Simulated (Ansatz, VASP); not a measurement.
# Cross-check of CCl (Cl-CC-Cl chair monolayer) between VASP and Ansatz

One calculation is typed for both programs; each brings its own data sets. How far apart do they land? Of the first pair: The structure shown is the start of the Ansatz relaxation below; VASP solves that cell, so the two are compared at the walk's first step.

Program: Ansatz 0.2.0. Level of theory: plane waves, with VASP 6.6.1 beside it; PBE with D3(BJ). Results are calculated unless marked as measured.

**1. Set-up**

The cell holds 4 atoms: 2 Cl and 2 C. Its edges and angles: a = 2.508 Å, b = 2.508 Å, c = 39.167 Å, α = 90.0°, β = 90.0°, γ = 120.0°. Vacuum lies along c.

**2. Ansatz: relaxation, PBE with D3(BJ)**

Ansatz runs on its default PAW (the set named soft_2) files.

The two programs are compared at the cell with which this relaxation starts, whose forces are those of its first step.

Input file input.yaml:

```yaml
crystal:
  lattice:
    - [2.508, 0.0, 0.0]
    - [-1.254, 2.1719917127, 0.0]
    - [0.0, 0.0, 39.1666666664]
  atoms:
    - { symbol: Cl, position: [0.6666666667, 0.3333333333, 0.4480851064] }
    - { symbol: C, position: [0.6666666667, 0.3333333333, 0.4935319149] }
    - { symbol: C, position: [0.3333333333, 0.6666666667, 0.5064680851] }
    - { symbol: Cl, position: [0.3333333333, 0.6666666667, 0.5519148936] }
  periodic: [true, true, false]
kpoints:
  mp_grid: { grid: [18, 18, 1] }
hamiltonian:
  xc: pbe
  dispersion: d3bj
scf:
  occupations: { method: fermi_dirac, width: 0.05 }
  convergence: { dr2_threshold: 1.0e-09 }
relax:
  f_tol: 0.004
  max_steps: 90
  cell: {}
output:
  write_potential: true
  write_density: true
  volumetric_format: npy
```

Started as:

```
ansatz run input.yaml --threads 2 --pin off --max-ram 3072MiB --backend cpu --events-out ev --progress --plain --runs-dir out
```

Numbers of over 12 decimals in the logs are rounded to 6 here.

Output:

```text
Warning: relax.cell: scf.convergence.dr2_threshold = 1e-9 eV is looser than the 2.02151793575e-10 eV advised for a relaxation that steers and ends on the stress (1e-10 eV for each atom of the cell: 4, times the square of relax.cell.stress_2d_tol = 0.05 N/m over 14.1 Å (the atoms' height at the walk's start and 5 Å past either face), 3.555e-2 GPa, over a crystal's default 0.05). What an SCF threshold leaves in a stress goes as its square root, and in the free energy as the threshold itself, and one threshold admits the most on a small cell: [figures from the program's tests cut] Set scf.convergence.dr2_threshold to 2.02151793575e-10 eV or tighter. [rest of the remark cut]
Engine: ansatz 0.2.0, x86_64-unknown-linux-gnu
Pseudopotentials: kind: paw
Pseudopotential: Cl, paw, valence charge 7, recommended cutoff 420 eV (normal), Cl.paw.azcp
Pseudopotential: C, paw, valence charge 4, recommended cutoff 420 eV (normal), C.paw.azcp
Functional definition: PBE
  parameter kappa = 0.804
  parameter beta = 0.066725
  exchange = pbe_x(kappa = kappa, mu = beta*pi^2/3)
  correlation = pbe_c(beta = beta)
Crystal: 4 atoms, lattice volume = 213.355 Å³
Basis set: ecut = 420 eV, 4145 PW (Γ), exchange–correlation on 36×36×540 points (8 copies of the dense FFT grid, shifted against one another)
Bands: 15, of which v1, the nominal top of the filled ones, is band 11 counted from 1 (10 counted from 0)
Symmetry: 12 space group operations
Space group: P-3m1 (ITA 164), of the structure as read, at distance tolerance 6.0e-5 Å
k-points: 37 of 324
Non-local potential: Cl, projectors of the file, l = 0: 2, l = 1: 2, l = 2: 2
Non-local potential: C, projectors of the file, l = 0: 2, l = 1: 2, l = 2: 1
PAW form: soft (Blöchl's): semilocal exchange-correlation on the pseudo side does not see the compensation charge
PAW one-centre angular grid: Cl, 110 points (default); XC on 64 Gauss nodes
PAW one-centre angular grid: C, 110 points (default); XC on 64 Gauss nodes
Initial density: superposition of atomic densities (neutral atoms: chi_scale 0, normalization atom), corrected by the library's trained network
Initial wavefunctions: pseudopotential atomic-orbital guess
Functional: x = pbe(κ = 0.804, μ = 0.219515), c = pbe(β = 0.066725)
SCF iter   1: F=—  HF=-2656.058709 eV  |F-HF|=—  |Δ(HF+E_count)|=         —  Δρ=6.69e-3  dr2=4.20e-1  ethr=1.77e-3  ⟨swp⟩=13.8  Hψ=5961  notcnv=0
preconditioner: auto → LDOS  [insulator: Δε(μ)=0.227 eV  Ē_g=13.287 eV  σ=0.050 eV  W_gap=0.71  n_scr=22 (ndim 8)  ℏωp=11.9 eV  f_vac=0.785  D(μ)=0.47/eV (n_scr^D=6)  ε∞_Penn≈1.8  β→1.0]
SCF iter   2: F=—  HF=-2656.093127 eV  |F-HF|=—  |Δ(HF+E_count)|=   3.44e-2  Δρ=8.19e-3  dr2=5.98e-1  ethr=1.77e-3  ⟨swp⟩=6.2  Hψ=1819  notcnv=0  defer=1
SCF iter   3: F=—  HF=-2655.991077 eV  |F-HF|=—  |Δ(HF+E_count)|=   1.02e-1  Δρ=1.22e-3  dr2=8.65e-3  ethr=1.77e-3  ⟨swp⟩=3.8  Hψ=1289  notcnv=0  defer=1
SCF iter   4: F=—  HF=-2655.990428 eV  |F-HF|=—  |Δ(HF+E_count)|=   6.49e-4  Δρ=1.97e-4  dr2=6.40e-5  ethr=3.93e-5  ⟨swp⟩=4.0  Hψ=1531  notcnv=0  defer=1
SCF iter   5: F=—  HF=-2655.990527 eV  |F-HF|=—  |Δ(HF+E_count)|=   9.91e-5  Δρ=4.86e-5  dr2=8.43e-6  ethr=2.91e-7  ⟨swp⟩=3.5  Hψ=1629  notcnv=0
SCF iter   6: F=—  HF=-2655.990524 eV  |F-HF|=—  |Δ(HF+E_count)|=   3.19e-6  Δρ=5.82e-6  dr2=9.92e-8  ethr=3.83e-8  ⟨swp⟩=3.6  Hψ=1249  notcnv=0
SCF iter   7: F=—  HF=-2655.990489 eV  |F-HF|=—  |Δ(HF+E_count)|=   3.48e-5  Δρ=7.70e-7  dr2=8.70e-10  ethr=4.55e-12  ⟨swp⟩=12.2  Hψ=6300  notcnv=0
SCF iter   8: F=-2655.990489 eV  HF=-2655.990489 eV  |F-HF|=8.82e-11  |Δ(HF+E_count)|=   7.57e-9  Δρ=1.48e-7  dr2=5.93e-11  ethr=3.95e-12  ⟨swp⟩=9.4  Hψ=4697  notcnv=0
SCF 1 converged in 8 iterations: F = -2655.990489 eV  dr2 = 5.93e-11
  greatest PAW one-centre occupation: 0.925 electrons in one spin orbital (limit 2), on the Cl atom at site 3 (counted from 0), in its partial waves of l = 0
relax step   1: F+E_penalty+E_count = -2655.99048942 eV  Δ(F+E_penalty+E_count) = +0.000e0 eV  max|allowed force component| = 2.055e0 eV/Å  Δτ_max = 0.0000 Å  P = +52.779 N/m  Ω = 213.355 Å³  fix = [c, alpha, beta]  reactions: c +0.000 N/m  (8 SCF iters, accepted)
[...]
relax step  11: F+E_penalty+E_count = -2658.52507036 eV  Δ(F+E_penalty+E_count) = +7.108e-5 eV  max|allowed force component| = 1.587e-5 eV/Å  Δτ_max = 0.0002 Å  P = -0.017 N/m  Ω = 284.332 Å³  energy of the carried Pulay correction = -1.095e-3 eV  fix = [c, alpha, beta]  reactions: c -0.000 N/m  (6 SCF iters, accepted)
[...]
relax step  12: F+E_penalty+E_count = -2658.52613502 eV  Δ(F+E_penalty+E_count) = -1.065e-3 eV  max|allowed force component| = 3.337e-4 eV/Å  Δτ_max = 0.0000 Å  P = -0.014 N/m  Ω = 284.332 Å³  fix = [c, alpha, beta]  reactions: c -0.000 N/m  stress off target by 1.40e-2 N/m on what of the cell is left free  SCF on the basis re-selected at this cell (its energy is not comparable with the rows above)  (6 SCF iters)
basis re-selected at this cell: Δ(F+E_penalty+E_count) = -1.065e-3 eV, ΔP = +0.003 N/m vs the last step (what re-selecting the basis moved, of the pressure what is left beyond the Pulay correction that the steps carried, after the strain that the cell walked since its last selection, with what the two solves' SCF thresholds leave and, on support functions, any second-order correction that the steps lacked; it is no m [...]
WARN: The output density's exchange-correlation potential varies sharply where the density is thin. Do not read a vacuum level from v_tot or v_xc, or from such a field of the output density. On a cell that repeats whose density bears no net charge and no dipole along the vacuum's axis use v_es (v_loc + v_h of the components); under efield.dipole_correction with no amplitude use v_es + v_field, which holds any externa [...]
SCF converged after 6 iterations
an eigenvalue changed by more than its tolerance at an iteration that met the thresholds in force, so the SCF went on 1 time: the last check found none over its tolerance
Free energy (F): -2658.526135 eV
Harris-Foulkes:  -2658.526135 eV  (|F-HF|=2.57e-10)
Internal energy: -2658.526135 eV  (E = F + TS)
E sigma→0 (E₀):  -2658.526135 eV
Fermi energy:    -3.074569 eV
--- Per-component energies (eV) ---
  E_band       = -271.030548
  E_kinetic    = 496.495635
  E_local      = -47960.868257  (includes V_loc(G=0)·N_el)
  E_nonlocal   = 109.431735
  E_hartree    = 23724.998178
  E_xc         = -308.675035
  E_vxc        = -361.165382  (∫ρ·V_xc dr)
  E_paw        = -1515.373522  (= ΣΔE_a)
  E_vpaw       = -4.920779  (= ΣTr[D̂ρ^β])
  E_aug_tail   = 0.000187  (compensation charges beyond the density's cutoff)
  E_ewald      = 22796.112485
  E_disp       = -0.647543  (pairwise vdW)
  E_smearing   = -0.000000  (= −TS)
  E_closure    = 0.000000  (closes the sum)
  Σ components = -2658.526135   (vs F -2658.526135, Δ=0.00e0)
--- Forces (eV/Å), atoms counted from 1 ---
  atom   1  Cl     0.00000000    -0.00000000     0.00010524
  atom   2  C      0.00000000     0.00000000     0.00033365
  atom   3  C      0.00000000    -0.00000000    -0.00033365
  atom   4  Cl     0.00000000     0.00000000    -0.00010524
  max |Σ_I F_I| component: 7.86e-17 eV/Å
--- 2D stress c σ (N/m, compression-positive) ---
       -0.014038      -0.000000       0.000000
       -0.000000      -0.014038      -0.000000
        0.000000      -0.000000      -0.000000
  P = ½ c Tr σ = -0.0140 N/m
--- Band table (eV; the first three rows and the last of 37) ---
  k-point 0: bands = [... 7 lower, -5.1174, -5.1174, -3.8543, -3.8543, -2.3460, -2.0533, -0.9198, -0.1076]
  k-point 1: bands = [... 7 lower, -5.3233, -5.1474, -4.0852, -3.9007, -2.2295, -1.8862, -0.8736, -0.1013]
  k-point 2: bands = [... 7 lower, -5.8646, -5.2407, -4.6981, -4.0315, -2.0331, -1.4982, -0.7703, 0.0654]
  k-point 36: bands = [... 7 lower, -9.3533, -8.2574, -8.2574, -7.9762, 0.2091, 0.2091, 1.3119, 2.5879]
  the weakly bound empty levels are not read free of the cell's end (no_gap_told)
--- Relaxed structure (10 steps of the walk, 9 accepted, 2 SCFs on fresh bases) ---
  F+E_penalty+E_count = -2658.52613502 eV   max|allowed force component| = 3.337e-4 eV/Å   (the final SCF, on the basis selected at the relaxed cell)
  cell:  # Å, volume = 284.3317 Å³
    - [2.895270, 0, 0]
    - [-1.447635, 2.507377, 0]
    - [0, 0, 39.1666666664]
  atoms:
    - { symbol: Cl, position: [0.666667, 0.333333, 0.448854] }
    - { symbol: C, position: [0.666667, 0.333333, 0.493542] }
    - { symbol: C, position: [0.333333, 0.666667, 0.506458] }
    - { symbol: Cl, position: [0.333333, 0.666667, 0.551146] }
```

**3. VASP: single point, PBE with D3(BJ), start cell, pair 1**

The same cell, functional, mesh and smearing now go to VASP, with its own data sets.

Lines of VASP's logs that name or quote its potential files are left out, and so is its time.

Input file INCAR:

```
SYSTEM = CCl
PREC = Accurate
ENCUT = 520
EDIFF = 1E-06
NELM = 120
ISMEAR = -1
SIGMA = 0.05
LREAL = .FALSE.
ALGO = Normal
GGA = PE
IVDW = 12
NBANDS = 17
LORBIT = 11
LWAVE = .FALSE.
LCHARG = .FALSE.
ISIF = 2
LDIPOL = .TRUE.
IDIPOL = 3
DIPOL = 0.5 0.5 0.5
LVHAR = .TRUE.
LASPH = .TRUE.
GGA_COMPAT = .FALSE.
EFERMI = MIDGAP
NELMDL = -8
```

Input file POSCAR:

```
CCl
1.0
    2.5080000000      0.0000000000      0.0000000000
   -1.2540000000      2.1719920000      0.0000000000
    0.0000000000      0.0000000000     39.1666670000
Cl C
2 2
Direct
    0.6666664366      0.3333331032      0.4480851026
    0.3333331032      0.6666664366      0.5519148974
    0.6666664366      0.3333331032      0.4935319107
    0.3333331032      0.6666664366      0.5064680893
```

Input file KPOINTS:

```
Automatic mesh
0
Gamma
18 18 1
0 0 0
```

Potentials, in the order of the species: Cl and C (PBE family, release 64).

Started as:

```
mpirun -np 1 vasp_std
```

Output:

```text
[banner, memory and clock lines left out]
running    1 mpi-ranks, on    1 nodes
 distrk:  each k-point on    1 cores,    1 groups
 distr:  one band on    1 cores,    1 groups

 POSCAR found type information on POSCAR ClC
 POSCAR found :  2 types and       4 ions
 LDA part: xc-table for (Slater+PW92), standard interpolation
 POSCAR, INCAR and KPOINTS ok, starting setup
 FFT: planning ... GRIDC
 FFT: planning ... GRID_SOFT
 FFT: planning ... GRID
 WAVECAR not read
 entering main loop
       N       E                     dE             d eps       ncg     rms          rms(c)
DAV:   1     0.229053503467E+03    0.22905E+03   -0.83888E+03  1274   0.976E+02
DAV:   2     0.107680732925E+02   -0.21829E+03   -0.19470E+03  2055   0.198E+02
DAV:   3    -0.167018286336E+02   -0.27470E+02   -0.27211E+02  1705   0.951E+01
DAV:   4    -0.172794837230E+02   -0.57766E+00   -0.56900E+00  1766   0.156E+01
DAV:   5    -0.172951858916E+02   -0.15702E-01   -0.15671E-01  1954   0.234E+00
DAV:   6    -0.172955781355E+02   -0.39224E-03   -0.39203E-03  1899   0.319E-01
DAV:   7    -0.172955871271E+02   -0.89916E-05   -0.89722E-05  2042   0.426E-02
DAV:   8    -0.172955875479E+02   -0.42078E-06   -0.42072E-06  1753   0.745E-03    0.266E+01
DAV:   9    -0.165754370601E+02    0.72015E+00   -0.97940E-01  1714   0.829E+00    0.144E+01
DAV:  10    -0.164349594963E+02    0.14048E+00   -0.95928E-01  1894   0.667E+00    0.310E+00
DAV:  11    -0.164376335776E+02   -0.26741E-02   -0.31516E-02  1826   0.116E+00    0.712E-01
DAV:  12    -0.164315018301E+02    0.61317E-02   -0.15885E-02  1641   0.875E-01    0.269E-01
DAV:  13    -0.164316477022E+02   -0.14587E-03   -0.14034E-03  1795   0.268E-01    0.477E-02
DAV:  14    -0.164316309714E+02    0.16731E-04   -0.61959E-05  1832   0.669E-02    0.404E-02
DAV:  15    -0.164316258954E+02    0.50761E-05   -0.41959E-05  1703   0.404E-02    0.130E-02
DAV:  16    -0.164316340514E+02   -0.81561E-05   -0.15310E-05  1735   0.166E-02    0.101E-02
DAV:  17    -0.164316413115E+02   -0.72600E-05   -0.57492E-06  1685   0.129E-02    0.817E-03
DAV:  18    -0.164316707819E+02   -0.29470E-04   -0.51084E-06  1364   0.929E-03    0.397E-03
DAV:  19    -0.164316786967E+02   -0.79147E-05   -0.10809E-06  1406   0.393E-03    0.250E-03
DAV:  20    -0.164316884681E+02   -0.97715E-05   -0.65583E-07  1217   0.199E-03    0.127E-03
DAV:  21    -0.164316923817E+02   -0.39136E-05   -0.15677E-07  1364   0.106E-03    0.940E-04
DAV:  22    -0.164316974385E+02   -0.50568E-05   -0.24670E-07  1260   0.817E-04    0.852E-04
DAV:  23    -0.164316983416E+02   -0.90309E-06   -0.46149E-08  1259   0.381E-04
   1 F= -.17282741E+02 E0= -.17280069E+02  d E =-.534301E-02
```

(Part 1 of 2 ends here.)

[Lines on the potential files, build, host, timing and source positions are cut from VASP's logs without a mark.]

[Logs are printed without paths, hosts, clocks, repeated set-up lines and the standing remarks that a program may print on its own settings, such as how far it seeks lower states.]

[Hosts, paths, dates, database ids (printed as entryN), source tags and the programs' standing remarks are cut or masked in the printed files.]
